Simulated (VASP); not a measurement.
A convergence study with VASP on Mg: one setting is varied, all else stays as given below, so the limit is that of these other settings.

```
Mg
1.0
    3.20037     0.00000     0.00000
   -1.60018     2.77160     0.00000
    0.00000     0.00000    21.79160
Mg
4
Direct
  0.66667   0.33333   0.44041
  0.33333   0.66667   0.32122
  0.66667   0.33333   0.67878
  0.33333   0.66667   0.55959
```

Computed with LDA (Ceperley-Alder, Perdew-Zunger), VASP's LDA PAW potentials (set 64) (plane waves; VASP 6.6.1). The tightest run used: 300 eV cut-off, 30×30×1 Γ-centred mesh, Fermi-Dirac smearing of 0.10 eV, potentials Mg.

The settings run are 2×2×1 mesh; 3×3×1 mesh; 4×4×1 mesh; 5×5×1 mesh; 6×6×1 mesh; 7×7×1 mesh; 9×9×1 mesh; 10×10×1 mesh; 12×12×1 mesh; 14×14×1 mesh; 16×16×1 mesh; 19×19×1 mesh; 22×22×1 mesh; 26×26×1 mesh; 30×30×1 mesh. From which on does the energy per atom stay within 0.01 eV/atom of the tightest run?

From 10×10×1 mesh on: it is off by 0.0075 there and by no more than 0.01 in any finer run, while 9×9×1 mesh is off by 0.0132.
```csv
setting,E (eV/atom),largest force (eV/Å),irreducible k-points,difference judged (eV/atom)
2×2×1 mesh,-1.1389,1.204,2,0.4748
3×3×1 mesh,-1.4955,0.254,3,0.1182
4×4×1 mesh,-1.6638,0.084,4,0.0501
5×5×1 mesh,-1.5998,0.210,5,0.0140
6×6×1 mesh,-1.6017,0.171,7,0.0120
7×7×1 mesh,-1.6164,0.047,8,0.0027
9×9×1 mesh,-1.6005,0.092,12,0.0132
10×10×1 mesh,-1.6212,0.046,14,0.0075
12×12×1 mesh,-1.6107,0.069,19,0.0030
14×14×1 mesh,-1.6127,0.078,24,0.0011
16×16×1 mesh,-1.6117,0.073,30,0.0021
19×19×1 mesh,-1.6127,0.075,40,0.0011
22×22×1 mesh,-1.6129,0.077,52,0.0008
26×26×1 mesh,-1.6141,0.071,70,0.0004
30×30×1 mesh,-1.6137,0.078,91,0.0000
```

Left out are rungs that failed or repeat a setting and relaxations that didn't move; long series are thinned to 24 rows.

The cell is a sheet or thin cut with vacuum, built from a generated structure.
